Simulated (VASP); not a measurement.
Consider the following.

```xyz
2
Lattice="3.4188 0.0000 0.0000 0.0000 3.4188 0.0000 0.0000 0.0000 3.4188" Properties=species:S:1:pos:R:3 pbc="T T T"
Sn     0.0000     0.0000     0.0000
Si     1.7094     1.7094     1.7094
```

Computed with LDA (Ceperley-Alder, Perdew-Zunger), VASP's LDA PAW potentials (set 64) (plane waves; VASP 6.6.1). Run with 400 eV cut-off, Gaussian smearing of 0.050 eV, potentials Sn_d Si.

Unless said otherwise, spin-orbit coupling is left out, though it shifts the bands of the heavy elements here.

**Question.** Estimate the band gap (along the path) with the smallest direct gap where there is one.

**Answer.** 
- band gap (along the path) = none (metal, semimetal or under 0.01 eV)

Only differences to runs with the same potentials and settings are physical.

The structure was generated: SiSn was put into the CsCl type (Pm-3m), which need not be its known phase. It was relaxed first, which changed the volume by +18 %. VASP warned that the highest band is occupied, so more bands are needed.
